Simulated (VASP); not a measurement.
PbSe (rock salt):

```
CELL_PARAMETERS angstrom
      0.00000     3.06000     3.06000
      3.06000     0.00000     3.06000
      3.06000     3.06000     0.00000
ATOMIC_POSITIONS crystal
  Pb 0.00000 0.00000 0.00000
  Se 0.50000 0.50000 0.50000
```

The lowest empty band near L, direction across the valley's axis, from mBJ (TB09) with spin-orbit coupling in VASP (PAW); its two spin partners are averaged. The gap over the points computed is 0.37 eV, and the next band on that side lies 1.39 eV away at the edge.

Settings: 400 eV cut-off, 8×8×8 Γ-centred mesh, Gaussian smearing of 0.050 eV, potentials Pb_d Se.

```tsv
distance from the edge in k (1/Å)	distance in energy (meV)
0.012	7.4
0.018	16.4
0.025	30.6
0.035	56.5
0.050	104.7
0.070	180.0
```

### Question
Fit E(1 + αE) = ħ²k²/2m* (ħ²/2m0 = 3.810 eV Å²) and predict the row at 0.095 1/Å.

### Answer
Least squares on the energies gives the electron mass m* = 0.073 m0 and α = 2.35 per eV, and so 283.2 meV. The run gave 284.2 meV, +1.0 meV from the fit.

Left out are points under 3 meV from the edge, since the levels carry 0.1 meV, and points farther than half the way to the next band.

The compound is PbSe in the rock salt structure. The cell was not relaxed at this level.
